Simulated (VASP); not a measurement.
```yaml
crystal:
  lattice:
    - [2.75459, 0.00000, 0.00000]
    - [-1.37729, 2.38555, 0.00000]
    - [0.00000, 0.00000, 8.86291]
  atoms:
    - { symbol: Os, position: [0.00000, 0.00000, 0.00000] }
    - { symbol: Os, position: [0.00000, 0.00000, 0.50000] }
    - { symbol: Os, position: [0.33333, 0.66667, 0.25000] }
    - { symbol: Os, position: [0.66667, 0.33333, 0.75000] }
```

Level of theory: PBE GGA, VASP's PBE PAW potentials (set 64) (plane waves; VASP). Settings: 300 eV cut-off, 9×9×3 Γ-centred mesh, Gaussian smearing of 0.10 eV, potentials Os.

At this cut-off the stress carries a Pulay error, which pulls relaxed volumes low.

**Question.** Give the stress tensor in GPa (positive for a compressed cell).

**Answer.** 
```
-7.76   0.00   0.00
 0.00  -7.76   0.00
 0.00   0.00  -8.65
```
The pressure is its mean diagonal, -8.06 GPa.

The structure was generated: Os was put into an ordered model structure, which need not be its known phase. The cell was not relaxed at this level. VASP warned that the highest band is occupied, so more bands are needed.
